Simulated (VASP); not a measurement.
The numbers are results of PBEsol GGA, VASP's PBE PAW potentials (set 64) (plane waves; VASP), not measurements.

VASP ran on this input.

KPOINTS:
```
Automatic mesh
0
Gamma
6 6 6
0 0 0
```

File POSCAR:
```
CdTe
1
   -0.0486322168     3.2421477846     3.2421477846
    3.1935155679     0.0000000000     3.1935155679
    3.2421477846     3.2421477846    -0.0486322168
Cd Te
1 1
Direct
  0.0000000000   0.0000000000   0.0000000000
  0.2500000000   0.2500000000   0.2500000000
```

**INCAR**
```
! general
SYSTEM  = CdTe
PREC    = Accurate
ENCUT   = 480
LREAL   = F
LASPH   = T

! electronic loop
EDIFF   = 1E-7
NELM    = 100
ALGO    = Normal
LMAXMIX = 4

! smearing
ISMEAR  = 0
SIGMA   = 0.05

! functional
GGA     = PS

! ions
ISIF    = 2

! output
LWAVE   = F
LCHARG  = F
```

POTCAR, in this order: Cd Te (PBE.64 set). Program: vasp_std.

Output of the run:

**OSZICAR**
```
       N       E                     dE             d eps       ncg     rms          rms(c)
DAV:   1     0.972905831392E+02    0.97291E+02   -0.81680E+03  1212   0.113E+03
DAV:   2    -0.190940344313E+01   -0.99200E+02   -0.95277E+02  1396   0.271E+02
DAV:   3    -0.569727007419E+01   -0.37879E+01   -0.37809E+01  1406   0.552E+01
DAV:   4    -0.573381745066E+01   -0.36547E-01   -0.36544E-01  1726   0.485E+00
DAV:   5    -0.573394245442E+01   -0.12500E-03   -0.12500E-03  1391   0.246E-01    0.566E+00
DAV:   6    -0.549485306334E+01    0.23909E+00   -0.54056E-01  1371   0.102E+01    0.466E+00
DAV:   7    -0.547683931297E+01    0.18014E-01   -0.11451E-01  1391   0.257E+00    0.187E+00
DAV:   8    -0.547589134042E+01    0.94797E-03   -0.10265E-02  1251   0.141E+00    0.539E-01
DAV:   9    -0.547586625047E+01    0.25090E-04   -0.79288E-04  1426   0.337E-01    0.127E-01
DAV:  10    -0.547589723558E+01   -0.30985E-04   -0.11851E-04  1261   0.113E-01    0.555E-02
DAV:  11    -0.547592166461E+01   -0.24429E-04   -0.49532E-05  1284   0.479E-02    0.363E-02
DAV:  12    -0.547591970488E+01    0.19597E-05   -0.46241E-06  1396   0.169E-02    0.187E-02
DAV:  13    -0.547591961324E+01    0.91640E-07   -0.46094E-07  1301   0.445E-03
   1 F= -.54759196E+01 E0= -.54759196E+01  d E =-.246085E-11
```

### OUTCAR
```
------------------------ aborting loop because EDIFF is reached ----------------------------------------
  FORCE on cell =-STRESS in cart. coord.  units (eV):
  Direction    XX          YY          ZZ          XY          YZ          ZX
  --------------------------------------------------------------------------------------
  Total        0.1398266      0.1341968      0.1398266     -0.0000000     -0.0000000      0.4881430
  in kB        3.2875288      3.1551653      3.2875288     -0.0000000     -0.0000000     11.4769619
  external PRESSURE =       3.2434077 kB  Pullay stress =       0.0000000 kB
  volume of cell :       68.14
      direct lattice vectors                 reciprocal lattice vectors
    -0.048632217  3.242147785  3.242147785    -0.151939662  0.154218757  0.151939662
     3.193515568  0.000000000  3.193515568     0.156567266 -0.154218757  0.156567266
     3.242147785  3.242147785 -0.048632217     0.151939662  0.154218757 -0.151939662
  FREE ENERGIE OF THE ION-ELECTRON SYSTEM (eV)
  ---------------------------------------------------
  free  energy   TOTEN  =        -5.4759196132 eV

  energy  without entropy=       -5.4759196132  energy(sigma->0) =       -5.47591961
```
(Selected blocks of OUTCAR.)

The compound is CdTe in the zinc blende structure. This cell was strained or had an atom moved on purpose.
